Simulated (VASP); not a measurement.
These are PBEsol GGA, VASP's PBE PAW potentials (set 64) (plane waves; VASP) values and carry that method's errors.

Input for VASP

File KPOINTS:
```
K-points
0
G
 4 4 4
```

POSCAR:
```
CsPbBr3
1
    5.8731067799    -0.0000000000    -0.0000000000
    0.0000000000     5.8731067799    -0.0000000000
    0.0000000000    -0.0000000000     5.8731067799
Cs Pb Br
1 1 3
Direct
  0.0000000000   0.0000000000   0.0000000000
  0.5000000000   0.5000000000   0.5000000000
  0.5000000000   0.0000000000   0.5000000000
  0.0000000000   0.5000000000   0.5000000000
  0.5000000000   0.5000000000   0.0000000000
```

INCAR:
```
! general
SYSTEM =CsPbBr3
PREC   =Accurate
ENCUT  =500   ! plane-wave cut-off (eV)
LREAL  =F   ! projection in real space or not
LASPH  =T

! electronic loop
EDIFF  =1E-6   ! SCF stop (eV)
NELM   =100   ! most electronic steps
ALGO   =Normal   ! blocked Davidson
LMAXMIX=4   ! l cut-off of mixed one-centre charges

! smearing
ISMEAR =0   ! Gaussian
SIGMA  =0.05

! functional
GGA    =PS   ! PBEsol

! ions
IBRION =2
NSW    =40   ! most ionic steps
ISIF   =3   ! ions, shape and volume
EDIFFG =-0.02   ! ionic stop

! output
LWAVE  =F
LCHARG =F
```

POTCAR, in this order: Cs_sv Pb_d Br (PBE.64 set). Program: vasp_std.

Output of the run:

**OUTCAR**
```
 ion  position               nearest neighbor table
   1  0.000  0.000  0.000-
   2  0.500  0.500  0.500-   3 2.94   4 2.94   5 2.94   5 2.94   3 2.94   4 2.94
   3  0.500  0.000  0.500-   2 2.94   2 2.94
   4  0.000  0.500  0.500-   2 2.94   2 2.94
   5  0.500  0.500  0.000-   2 2.94   2 2.94
  LATTYP: Found a simple cubic cell.
 ALAT       =     5.8731067799
 Subroutine PRICEL returns:
 Original cell was already a primitive cell.
 Subroutine GETGRP returns: Found 48 space group operations
The static configuration has the point symmetry O_h .
The dynamic configuration has the point symmetry O_h .
 Subroutine INISYM returns: Found 48 space group operations
 Subroutine IBZKPT returns following result:
 Found     10 irreducible k-points:

 Following reciprocal coordinates:
            Coordinates               Weight
  0.000000  0.000000  0.000000      1.000000
  0.250000  0.000000  0.000000      6.000000
  0.500000  0.000000  0.000000      3.000000
  0.250000  0.250000  0.000000     12.000000
  0.500000  0.250000  0.000000     12.000000
  0.500000  0.500000  0.000000      3.000000
  0.250000  0.250000  0.250000      8.000000
  0.500000  0.250000  0.250000     12.000000
  0.500000  0.500000  0.250000      6.000000
  0.500000  0.500000  0.500000      1.000000
   k-points           NKPTS =     10   k-points in BZ     NKDIM =     10   number of bands    NBANDS=     26
   number of dos      NEDOS =    301   number of ions     NIONS =      5
   total plane-waves  NPLWV = 110592
   dimension x,y,z NGX =    48 NGY =   48 NGZ =   48
   dimension x,y,z NGXF=    96 NGYF=   96 NGZF=   96
   ions per type =               1   1   3
   PREC   = accura    normal or accurate (medium, high low for compatibility)
   ISTART =      0    job   : 0-new  1-cont  2-samecut
   ICHARG =      2    charge: 1-file 2-atom 10-const
   ISPIN  =      1    spin polarized calculation?
   LNONCOLLINEAR =      F non collinear calculations
...
```

File OSZICAR:
```
       N       E                     dE             d eps       ncg     rms          rms(c)
DAV:   1     0.400149192988E+03    0.40015E+03   -0.18541E+04   520   0.147E+03
DAV:   2     0.342825083625E+02   -0.36587E+03   -0.35657E+03   628   0.331E+02
DAV:   3    -0.156244595432E+02   -0.49907E+02   -0.49495E+02   646   0.130E+02
DAV:   4    -0.172465901056E+02   -0.16221E+01   -0.16191E+01   652   0.295E+01
DAV:   5    -0.172942335377E+02   -0.47643E-01   -0.47605E-01   662   0.457E+00    0.440E+00
DAV:   6    -0.168107179263E+02    0.48352E+00   -0.91861E-01   754   0.100E+01    0.254E+00
DAV:   7    -0.167676684695E+02    0.43049E-01   -0.47272E-01   760   0.417E+00    0.895E-01
DAV:   8    -0.167734584398E+02   -0.57900E-02   -0.58442E-02   704   0.210E+00    0.194E-01
DAV:   9    -0.167736877437E+02   -0.22930E-03   -0.97843E-03   734   0.785E-01    0.951E-02
DAV:  10    -0.167738826118E+02   -0.19487E-03   -0.84972E-04   674   0.197E-01    0.338E-02
DAV:  11    -0.167739694480E+02   -0.86836E-04   -0.17908E-04   660   0.953E-02    0.117E-02
DAV:  12    -0.167739716339E+02   -0.21858E-05   -0.17262E-05   714   0.409E-02    0.523E-03
DAV:  13    -0.167739717135E+02   -0.79630E-07   -0.20167E-06   508   0.140E-02
   1 F= -.16773972E+02 E0= -.16773972E+02  d E =-.167740E+02
       N       E                     dE             d eps       ncg     rms          rms(c)
DAV:   1    -0.167781059978E+02   -0.41344E-02   -0.10551E-01   696   0.347E+00    0.315E-01
DAV:   2    -0.167748434907E+02    0.32625E-02   -0.64888E-03   674   0.848E-01    0.118E-01
DAV:   3    -0.167742330842E+02    0.61041E-03   -0.25204E-03   676   0.491E-01    0.423E-02
DAV:   4    -0.167742264277E+02    0.66566E-05   -0.45537E-05   614   0.460E-02    0.326E-02
DAV:   5    -0.167742187457E+02    0.76819E-05   -0.18049E-05   604   0.383E-02    0.484E-03
DAV:   6    -0.167742183508E+02    0.39497E-06   -0.15953E-06   356   0.142E-02
   2 F= -.16774218E+02 E0= -.16774218E+02  d E =-.246637E-03
```

**OUTCAR**
```
------------------------ aborting loop because EDIFF is reached ----------------------------------------
  FORCE on cell =-STRESS in cart. coord.  units (eV):
  Direction    XX          YY          ZZ          XY          YZ          ZX
  --------------------------------------------------------------------------------------
  Total        0.0296203      0.0296203      0.0296203     -0.0000000     -0.0000000      0.0000000
  in kB        0.2334612      0.2334612      0.2334612     -0.0000000     -0.0000000      0.0000000
  external PRESSURE =       0.2334612 kB  Pullay stress =       0.0000000 kB
  volume of cell :      203.28
      direct lattice vectors                 reciprocal lattice vectors
     5.879791982 -0.000000000 -0.000000000     0.170074044  0.000000000 -0.000000000
    -0.000000000  5.879791982 -0.000000000     0.000000000  0.170074044 -0.000000000
     0.000000000  0.000000000  5.879791982     0.000000000  0.000000000  0.170074044
 POSITION                                       TOTAL-FORCE (eV/Angst)
 -----------------------------------------------------------------------------------
      0.00000      0.00000      0.00000        -0.000000     -0.000000      0.000000
      2.93990      2.93990      2.93990         0.000000      0.000000      0.000000
      2.93990      0.00000      2.93990        -0.000000     -0.000000      0.000000
     -0.00000      2.93990      2.93990        -0.000000     -0.000000      0.000000
      2.93990      2.93990     -0.00000        -0.000000     -0.000000      0.000000
 -----------------------------------------------------------------------------------
    total drift:                                0.000000     -0.000000     -0.000000
  FREE ENERGIE OF THE ION-ELECTRON SYSTEM (eV)
  ---------------------------------------------------
  free  energy   TOTEN  =       -16.7742183508 eV

  energy  without entropy=      -16.7742183508  energy(sigma->0) =      -16.77421835

 reached required accuracy - stopping structural energy minimisation
```
(Selected blocks of OUTCAR.)

File CONTCAR:
```
CsPbBr3
   1.00000000000000
     5.8797919818475863   -0.0000000000000000   -0.0000000000000000
    -0.0000000000000000    5.8797919818475863   -0.0000000000000000
     0.0000000000000000    0.0000000000000000    5.8797919818475863
  Cs              Pb              Br
     1     1     3
Direct
     0.0000000000000000    0.0000000000000000    0.0000000000000000
     0.5000000000000000    0.5000000000000000    0.5000000000000000
     0.5000000000000000    0.0000000000000000    0.5000000000000000
     0.0000000000000000    0.5000000000000000    0.5000000000000000
     0.5000000000000000    0.5000000000000000    0.0000000000000000
```

### OUTCAR
```
 val. band max:        1.1478856385   @ k =   0.5000   0.5000   0.5000

 cond. band min:       2.5891322258   @ k =   0.5000   0.5000   0.5000


 Fermi energy:         1.3721310092

 k-point     1 :       0.0000    0.0000    0.0000
  band No.  band energies     occupation
      1     -20.2799      2.00000
      2     -15.6690      2.00000
      3     -15.6690      2.00000
      4     -15.5037      2.00000
      5     -15.5037      2.00000
      6     -15.5037      2.00000
      7     -13.6449      2.00000
      8     -12.9202      2.00000
      9     -12.9202      2.00000
     10      -7.0551      2.00000
     11      -7.0551      2.00000
     12      -7.0551      2.00000
     13      -5.8872      2.00000
     14      -3.1931      2.00000
     15      -3.1931      2.00000
     16      -3.1931      2.00000
     17      -0.9857      2.00000
     18      -0.9857      2.00000
     19      -0.9857      2.00000
     20      -0.8686      2.00000
     21      -0.8686      2.00000
     22      -0.8686      2.00000
     23       4.0496      0.00000
     24       5.1985      0.00000
     25       5.1985      0.00000
     26       5.9373      0.00000

 k-point     2 :       0.2500    0.0000    0.0000
  band No.  band energies     occupation
      1     -20.2794      2.00000
      2     -15.6690      2.00000
      3     -15.6371      2.00000
      4     -15.5042      2.00000
      5     -15.5042      2.00000
      6     -15.5037      2.00000
      7     -13.5755      2.00000
      8     -13.0475      2.00000
      9     -12.9192      2.00000
     10      -7.0492      2.00000
     11      -7.0486      2.00000
     12      -7.0486      2.00000
     13      -6.3305      2.00000
     14      -3.1479      2.00000
     15      -3.1479      2.00000
     16      -2.2528      2.00000
     17      -1.0547      2.00000
     18      -1.0547      2.00000
     19      -1.0542      2.00000
     20      -0.9287      2.00000
     21      -0.9287      2.00000
     22      -0.8487      2.00000
...
```

Unless said otherwise, spin-orbit coupling is left out, though it shifts the bands of the heavy elements here.

The compound is CsPbBr3 in the cubic perovskite structure, the ideal cubic form; the compound distorts at low or room temperature. This run relaxes it. Symmetry was kept, so distortions that lower it aren't found.
